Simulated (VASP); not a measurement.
Input:

```
KF
1.0
    0.00000     2.67350     2.67350
    2.67350     0.00000     2.67350
    2.67350     2.67350     0.00000
K F
1 1
Direct
  0.00000   0.00000   0.00000
  0.50000   0.50000   0.50000
```

The numbers are results of PBE GGA with D3 dispersion (Becke-Johnson damping), VASP's PBE PAW potentials (set 64) (plane waves; VASP), not measurements. Settings: 520 eV cut-off, 11×11×11 Γ-centred mesh, Gaussian smearing of 0.010 eV, potentials K_sv F.

Question: Give the direction-averaged independent-particle dielectric function (no local fields, no excitons; a broadening of 0.1 eV leaves a tail below the gap, and fine structure carries the noise of the k-mesh).

Answer: 
| ħω (eV) | ε₁ | ε₂ |
|---|---|---|
| 0.00 | 2.08 | 0.00 |
| 0.30 | 2.08 | 0.00 |
| 0.70 | 2.08 | 0.00 |
| 1.00 | 2.09 | 0.00 |
| 1.40 | 2.09 | 0.00 |
| 1.80 | 2.10 | 0.00 |
| 2.10 | 2.11 | 0.00 |
| 2.50 | 2.12 | 0.00 |
| 2.80 | 2.14 | 0.00 |
| 3.20 | 2.15 | 0.01 |
| 3.60 | 2.18 | 0.01 |
| 3.90 | 2.20 | 0.01 |
| 4.30 | 2.23 | 0.01 |
| 4.70 | 2.27 | 0.01 |
| 5.00 | 2.31 | 0.01 |
| 5.40 | 2.38 | 0.02 |
| 5.70 | 2.44 | 0.03 |
| 6.10 | 2.60 | 0.08 |
| 6.50 | 2.56 | 0.31 |
| 6.80 | 2.75 | 0.36 |
| 7.20 | 2.54 | 0.43 |
| 7.50 | 2.68 | 0.58 |
| 7.90 | 2.62 | 0.68 |
| 8.30 | 2.95 | 0.74 |
| 8.60 | 2.56 | 0.89 |
| 9.00 | 2.58 | 1.27 |
| 9.40 | 2.59 | 1.36 |
| 9.70 | 2.37 | 1.29 |
| 10.10 | 1.96 | 1.57 |
| 10.40 | 1.82 | 1.86 |
| 10.80 | 1.33 | 0.87 |
| 11.20 | 2.02 | 0.64 |
| 11.50 | 2.08 | 1.19 |
| 11.90 | 1.50 | 1.41 |
| 12.20 | 1.39 | 0.87 |
| 12.60 | 1.74 | 0.84 |
| 13.00 | 1.66 | 1.04 |
| 13.30 | 1.79 | 0.89 |
| 13.70 | 1.21 | 1.11 |
| 14.10 | 1.45 | 0.76 |
ε₂ peaks at 10.4 eV (height 1.9), 11.8 eV (height 1.5), 13.5 eV (height 1.3); ε₁(0) averages 2.08, so the electronic refractive index below the gap tends to √2.08 = 1.44.

The structure comes from a measured KF entry (Fm-3m) of the Crystallography Open Database, whose conditions weren't checked. The cell was not relaxed at this level.
